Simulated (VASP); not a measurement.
Here is the system:

```
CELL_PARAMETERS angstrom
      1.06196    -1.83937     0.00000
      1.06196     1.83937     0.00000
      0.00000     0.00000     3.36055
ATOMIC_POSITIONS crystal
  Be 0.33333 0.66667 0.25000
  Be 0.66667 0.33333 0.75000
```

These are PBEsol GGA, VASP's PBE PAW potentials (set 64) (plane waves; VASP) values and carry that method's errors. Run with 500 eV cut-off, 19×19×11 Γ-centred mesh, first-order Methfessel-Paxton smearing of 0.10 eV, potentials Be.

Energy and stress use the plane-wave basis of the starting cell.

Q: The ions, cell shape and volume at an external pressure of 45.0 GPa are relaxed. What does this cell relax into?

A: 
```
CELL_PARAMETERS angstrom
      1.03791    -1.79771     0.00000
      1.03791     1.79771     0.00000
      0.00000     0.00000     3.30554
ATOMIC_POSITIONS crystal
  Be 0.33333 0.66667 0.25000
  Be 0.66667 0.33333 0.75000
```
Space group P6_3/mmc (194), at a tolerance of 0.03 Å.

Q: How do energy and volume change from the first to the last step?

A: The energy (σ→0) changes by +91.5 meV/atom and the volume by -6.0 %, in 5 ionic steps.

The compound is Be in the hcp structure. This run relaxes it under an external pressure of 45 GPa. Symmetry was kept, so distortions that lower it aren't found.
